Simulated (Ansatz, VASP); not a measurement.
# Cross-check of Al2O3 (Corundum) between VASP and Ansatz, part 2 of 2

Wanted: the spread between two codes on one cell, functional and k mesh. The cell is taken from a series of runs on this material, whose earlier steps may have relaxed, scaled, displaced or heated it; both programs get it as it stands.

VASP 6.6.1 and Ansatz 0.2.0.

So far: Starting point; Ansatz: relaxation of cell and atoms, LDA.

**3. VASP: relaxation of cell and atoms, LDA**

Level of this step: LDA; plane waves and PAW (Al, O) (VASP).

The same cell, functional (in two slightly different forms) and mesh now go to VASP, with its own data sets.

Lines of VASP's logs that name or quote its potential files are left out, and so is its time.

Contents of INCAR:

```
SYSTEM = Al2O3
PREC = Accurate
ENCUT = 600
EDIFF = 1E-07
NELM = 120
ISMEAR = 0
SIGMA = 0.01
LREAL = .FALSE.
ALGO = Normal
GGA = PW92
NBANDS = 34
LORBIT = 11
LWAVE = .FALSE.
LCHARG = .FALSE.
ISIF = 3
IBRION = 2
NSW = 80
EDIFFG = -0.005
LASPH = .TRUE.
GGA_COMPAT = .FALSE.
NELMIN = 4
EFERMI = MIDGAP
KPAR = 2
```

Contents of POSCAR:

```
Al2O3
1.0
    2.3643410000      1.3650530000      4.2966960000
   -2.3643410000      1.3650530000      4.2966960000
    0.0000000000     -2.7301060000      4.2966960000
Al O
4 6
Direct
    0.3519802774      0.3519802774      0.3519802774
    0.1480197226      0.1480197226      0.1480197226
    0.6480197226      0.6480197226      0.6480197226
    0.8519802774      0.8519802774      0.8519802774
    0.5558304168      0.9441695832      0.2500000000
    0.2500000000      0.5558304169      0.9441695832
    0.9441695832      0.2500000000      0.5558304168
    0.4441695832      0.0558304169      0.7500000000
    0.7500000000      0.4441695832      0.0558304169
    0.0558304168      0.7500000000      0.4441695832
```

Contents of KPOINTS:

```
Automatic mesh
0
Gamma
6 6 6
0 0 0
```

Potentials, in the order of the species: Al and O (LDA family, release 64).

Run with:

```console
mpirun -np 2 vasp_std
```

Numbers of over 12 decimals in the logs are rounded to 6 here.

What it wrote:

```text
[banner, memory and clock lines left out]
running    2 mpi-ranks, on    1 nodes
 distrk:  each k-point on    1 cores,    2 groups
 distr:  one band on    1 cores,    1 groups

 POSCAR found type information on POSCAR AlO
 POSCAR found :  2 types and      10 ions
|                                                                             |
|               ----> ADVICE to this user running VASP <----                  |
|                                                                             |
|     You enforced a specific xc type in the INCAR file but a different       |
|     [... a line on the potential file left out ...]
|     I HOPE YOU KNOW WHAT YOU ARE DOING!                                     |
|                                                                             |

 LDA part: xc-table for (Slater(with rela. corr.)+PW92), standard interpolation
 POSCAR, INCAR and KPOINTS ok, starting setup
 FFT: planning ... GRIDC
 FFT: planning ... GRID_SOFT
 FFT: planning ... GRID
 WAVECAR not read
 entering main loop
       N       E                     dE             d eps       ncg     rms          rms(c)
DAV:   1     0.240950392349E+03    0.24095E+03   -0.27601E+04  2176   0.151E+03
DAV:   2    -0.783414621265E+02   -0.31929E+03   -0.30859E+03  2762   0.309E+02
DAV:   3    -0.916099838968E+02   -0.13269E+02   -0.13221E+02  2800   0.640E+01
DAV:   4    -0.917112337406E+02   -0.10125E+00   -0.10118E+00  2696   0.638E+00
DAV:   5    -0.917121866330E+02   -0.95289E-03   -0.95269E-03  2730   0.623E-01    0.177E+01
DAV:   6    -0.833888436669E+02    0.83233E+01   -0.30196E+01  2642   0.293E+01    0.636E+00
DAV:   7    -0.832780593704E+02    0.11078E+00   -0.86189E-01  2598   0.465E+00    0.321E+00
DAV:   8    -0.831979980281E+02    0.80061E-01   -0.75362E-02  2710   0.208E+00    0.744E-01
DAV:   9    -0.831910840000E+02    0.69140E-02   -0.12979E-02  2784   0.609E-01    0.269E-01
DAV:  10    -0.831911512309E+02   -0.67231E-04   -0.46884E-04  2584   0.137E-01    0.641E-02
DAV:  11    -0.831911317199E+02    0.19511E-04   -0.13166E-04  2686   0.678E-02    0.262E-02
DAV:  12    -0.831911318398E+02   -0.11984E-06   -0.40030E-06  2700   0.136E-02    0.622E-03
DAV:  13    -0.831911315481E+02    0.29170E-06   -0.11363E-06  2660   0.629E-03    0.160E-03
DAV:  14    -0.831911315455E+02    0.26007E-08   -0.45276E-08  1448   0.132E-03
   1 F= -.83191132E+02 E0= -.83191132E+02  d E =-.831911E+02
 curvature:   0.00 expect dE= 0.000E+00 dE for cont linesearch  0.000E+00
 trial: gam= 0.00000 g(F)=  0.173E-04 g(S)=  0.360E-03 ort = 0.000E+00 (trialstep = 0.100E+01)
 search vector abs. value=  0.378E-03
 bond charge predicted
       N       E                     dE             d eps       ncg     rms          rms(c)
DAV:   1    -0.831924792493E+02   -0.13477E-02   -0.32345E-02  2492   0.119E+00    0.272E-01
DAV:   2    -0.831911926571E+02    0.12866E-02   -0.47739E-03  2518   0.393E-01    0.457E-02
DAV:   3    -0.831911716110E+02    0.21046E-04   -0.13522E-04  2554   0.653E-02    0.192E-02
DAV:   4    -0.831911613542E+02    0.10257E-04   -0.14014E-05  2700   0.236E-02    0.696E-03
DAV:   5    -0.831911607026E+02    0.65165E-06   -0.24070E-06  2686   0.878E-03    0.119E-03
DAV:   6    -0.831911607048E+02   -0.22592E-08   -0.47665E-08  1464   0.145E-03
   2 F= -.83191161E+02 E0= -.83191161E+02  d E =-.291594E-04
 trial-energy change:   -0.000029  1 .order   -0.000025   -0.000378    0.000328
 step:   0.5443(harm=  0.5354)  dis= 0.00020  next Energy=   -83.191235 (dE=-0.103E-03)
 bond charge predicted
       N       E                     dE             d eps       ncg     rms          rms(c)
DAV:   1    -0.831915082353E+02   -0.34753E-03   -0.67089E-03  2504   0.542E-01    0.124E-01
DAV:   2    -0.831912413997E+02    0.26684E-03   -0.99055E-04  2516   0.179E-01    0.209E-02
DAV:   3    -0.831912369967E+02    0.44030E-05   -0.27950E-05  2544   0.297E-02    0.875E-03
DAV:   4    -0.831912348608E+02    0.21358E-05   -0.28933E-06  2698   0.107E-02    0.314E-03
DAV:   5    -0.831912347284E+02    0.13241E-06   -0.49333E-07  2556   0.397E-03    0.540E-04
DAV:   6    -0.831912347289E+02   -0.43474E-09   -0.98345E-09  1222   0.660E-04
   3 F= -.83191235E+02 E0= -.83191235E+02  d E =-.103183E-03
 curvature:  -0.27 expect dE=-0.270E-05 dE for cont linesearch -0.115E-07
 trial: gam= 0.03739 g(F)=  0.686E-05 g(S)=  0.322E-05 ort =-0.403E-05 (trialstep = 0.909E+00)
 search vector abs. value=  0.103E-04
 reached required accuracy - stopping structural energy minimisation
```

Parts of OUTCAR (step 3):

```text
ion  position               nearest neighbor table
   1  0.352  0.352  0.352-  10 1.84   8 1.84   9 1.84   5 1.95   6 1.95   7 1.95   2 2.63   3 2.77
                             3 2.77   3 2.77   2 3.20   2 3.20   2 3.20
   2  0.148  0.148  0.148-   9 1.84   8 1.84  10 1.84   5 1.95   7 1.95   6 1.95   1 2.63   4 2.77
                             4 2.77   4 2.77   1 3.20   1 3.20   1 3.20
   3  0.648  0.648  0.648-   7 1.84   5 1.84   6 1.84   8 1.95  10 1.95   9 1.95   4 2.63   1 2.77
                             1 2.77   1 2.77   4 3.20   4 3.20   4 3.20
   4  0.852  0.852  0.852-   6 1.84   5 1.84   7 1.84   8 1.95   9 1.95  10 1.95   3 2.63   2 2.77
                             2 2.77   2 2.77   3 3.20   3 3.20   3 3.20
   5  0.556  0.944  0.250-   3 1.84   4 1.84   1 1.95   2 1.95
   6  0.250  0.556  0.944-   4 1.84   3 1.84   1 1.95   2 1.95
   7  0.944  0.250  0.556-   3 1.84   4 1.84   1 1.95   2 1.95
   8  0.444  0.056  0.750-   2 1.84   1 1.84   4 1.95   3 1.95
   9  0.750  0.444  0.056-   2 1.84   1 1.84   4 1.95   3 1.95
  10  0.056  0.750  0.444-   1 1.84   2 1.84   3 1.95   4 1.95

  LATTYP: Found a trigonal (rhomboedric) cell.
 ALAT       =     5.0906850790
 COS(alpha) =     0.5685824629

 Subroutine GETGRP returns: Found 12 space group operations
 (whereof  6 operations were pure point group operations)

The static configuration has the point symmetry S_6 .
 The point group associated with its full space group is D_3d.

 Found     32 irreducible k-points:

   k-points           NKPTS =     32   k-points in BZ     NKDIM =     32   number of bands    NBANDS=     34

   dimension x,y,z NGX =    42 NGY =   42 NGZ =   42
   dimension x,y,z NGXF=    84 NGYF=   84 NGZF=   84

   ENCUT  =  600.0 eV  44.10 Ry    6.64 a.u.  10.17 10.17 10.17*2*pi/ulx,y,z

   NELECT =      48.0000    total number of electrons

 k-points in reciprocal lattice and weights: Automatic mesh
   0.00000000  0.00000000  0.00000000       0.005
   0.16666667 -0.00000000  0.00000000       0.028
   0.33333333 -0.00000000  0.00000000       0.028
   0.50000000 -0.00000000  0.00000000       0.014
   0.16666667  0.16666667  0.00000000       0.028
   0.33333333  0.16666667 -0.00000000       0.056
   0.50000000  0.16666667  0.00000000       0.056
  -0.33333333  0.16666667 -0.00000000       0.056
  -0.16666667  0.16666667  0.00000000       0.028
[...]
-0.33333333  0.50000000  0.33333333       0.028
   0.50000000  0.50000000  0.50000000       0.005

 average (electrostatic) potential at core
       1 -69.4105       2 -69.4105       3 -69.4105       4 -69.4105       5 -68.0127
       6 -68.0127       7 -68.0127       8 -68.0127       9 -68.0127      10 -68.0127

 E-fermi :   9.2694

 k-point     1 :       0.0000    0.0000    0.0000
  band No.  band energies     occupation
    ...
     20       5.5289      2.00000
     21       5.5289      2.00000
     22       6.0089      2.00000
     23       6.0089      2.00000
     24       6.0514      2.00000
     25      12.4874      0.00000
     26      15.1423      0.00000
     27      16.8415      0.00000
     28      17.6013      0.00000
     29      17.6013      0.00000
    ...

 k-point     2 :       0.1667   -0.0000    0.0000
  band No.  band energies     occupation
    ...
     20       5.1546      2.00000
     21       5.3314      2.00000
     22       5.6960      2.00000
     23       5.9670      2.00000
     24       5.9984      2.00000
     25      13.1020      0.00000
     26      15.6530      0.00000
     27      16.4130      0.00000
     28      17.1556      0.00000
     29      17.3468      0.00000
    ...

 k-point     3 :       0.3333   -0.0000    0.0000
  band No.  band energies     occupation
    ...
     20       4.6608      2.00000
     21       5.1678      2.00000
     22       5.4840      2.00000
     23       5.8115      2.00000
     24       5.8572      2.00000
     25      14.3800      0.00000
     26      15.8840      0.00000
     27      16.1440      0.00000
     28      16.6484      0.00000
     29      16.9131      0.00000
    ...

  Total       -0.0006871     -0.0006871     -0.0258322      0.0000000     -0.0000000     -0.0000000
  in kB       -0.0132157     -0.0132157     -0.4968261      0.0000000     -0.0000000     -0.0000000
  external PRESSURE =      -0.1744191 kB  Pullay stress =       0.0000000 kB

  energy-cutoff  :      600.00
  volume of cell :       83.30
      direct lattice vectors                 reciprocal lattice vectors
     2.365463293  1.365700956  4.297784045     0.211375083  0.122037453  0.077559349
    -2.365463293  1.365700956  4.297784045    -0.211375083  0.122037453  0.077559349
    -0.000000000 -2.731401913  4.297784045     0.000000000 -0.244074907  0.077559349

 POSITION                                       TOTAL-FORCE (eV/Angst)
 -----------------------------------------------------------------------------------
     -0.00000      0.00000      4.53815        -0.000000     -0.000000      0.002051
     -0.00000      0.00000      1.90852        -0.000000     -0.000000     -0.002051
     -0.00000      0.00000      8.35520        -0.000000     -0.000000     -0.002051
     -0.00000      0.00000     10.98483        -0.000000     -0.000000      0.002051
     -0.91880      1.36570      7.52112        -0.004572     -0.000000      0.000000
     -0.72333     -1.47856      7.52112         0.002286     -0.003959     -0.000000
      1.64213      0.11285      7.52112         0.002286      0.003959     -0.000000
      0.91880     -1.36570      5.37223         0.004572     -0.000000     -0.000000
      0.72333      1.47856      5.37223        -0.002286      0.003959     -0.000000
     -1.64213     -0.11285      5.37223        -0.002286     -0.003959     -0.000000
 -----------------------------------------------------------------------------------
    total drift:                                0.000001      0.000000     -0.000002

  FREE ENERGIE OF THE ION-ELECTRON SYSTEM (eV)
  ---------------------------------------------------
  free  energy   TOTEN  =       -83.1912347289 eV

  energy  without entropy=      -83.1912347289  energy(sigma->0) =      -83.19123473

 reached required accuracy - stopping structural energy minimisation

 total charge
# of ion       s       p       d       tot
------------------------------------------
    1        0.321   0.425   0.000   0.747
    2        0.321   0.425   0.000   0.747
    3        0.321   0.425   0.000   0.747
    4        0.321   0.425   0.000   0.747
    5        1.534   3.642   0.000   5.175
    6        1.534   3.642   0.000   5.175
    7        1.534   3.642   0.000   5.175
    8        1.534   3.642   0.000   5.175
    9        1.534   3.642   0.000   5.175
   10        1.534   3.642   0.000   5.175
--------------------------------------------------
tot         10.487  23.552   0.000  34.040

[... 3 further parts left out ...]
```

CONTCAR:

```
Al2O3
   1.00000000000000
     2.3654632931017030    1.3657009563485443    4.2977840446166793
    -2.3654632931017030    1.3657009563485443    4.2977840446166793
    -0.0000000000000000   -2.7314019126970885    4.2977840446166793
  Al              O
     4     6
Direct
     0.3519761275143609    0.3519761275143609    0.3519761275143609
     0.1480238724856391    0.1480238724856391    0.1480238724856391
     0.6480238724856391    0.6480238724856391    0.6480238724856391
     0.8519761275143609    0.8519761275143609    0.8519761275143609
     0.5557884555519349    0.9442115444480651    0.2500000000000000
     0.2499999999999981    0.5557884556519347    0.9442115444480691
     0.9442115444480671    0.2500000000000019    0.5557884555519309
     0.4442115444480651    0.0557884556519367    0.7500000000000000
     0.7500000000000020    0.4442115444480670    0.0557884556519328
     0.0557884555519329    0.7499999999999980    0.4442115444480690
```

The run keeps the 12 symmetry operations of its start, so it cannot find a distortion of lower symmetry.

**4. Comparison**

Known differences besides the potentials themselves: fixed occupations in Ansatz, narrow Gaussian smearing in VASP; the cutoff is 420 eV in Ansatz and 600 eV in VASP; VASP's log shows a relativistic correction to its local exchange, Ansatz's none; Ansatz adds a Pulay correction to the stress that steers its cell, VASP none. Total energies have different zeros and are not compared.

Both answers:

| quantity | Ansatz | VASP | difference |
| --- | --- | --- | --- |
| volume (Å³) | 83.20 | 83.30 | -0.12 % |
| edge a after relaxation, in the typed setting (Å) | 5.091 | 5.092 | -0.03 % |

**5. Outcome**

* difference in volume (relaxation of cell and atoms, LDA): -0.12 %

The difference in volume is -0.12 % (relaxation of cell and atoms, LDA), within the 1.2 % picked in this series as the mark of a large difference, as far as the stopping tolerances let one tell. How closely two codes agree says nothing of how well the functional describes the real material.

[Lines on the potential files, build, host, timing and source positions are cut from VASP's logs without a mark.]

[Logs are printed without paths, hosts, clocks, repeated set-up lines and the standing remarks that a program may print on its own settings, such as how far it seeks lower states.]

[Hosts, paths, dates, database ids (printed as entryN), source tags and the programs' standing remarks are cut or masked in the printed files.]
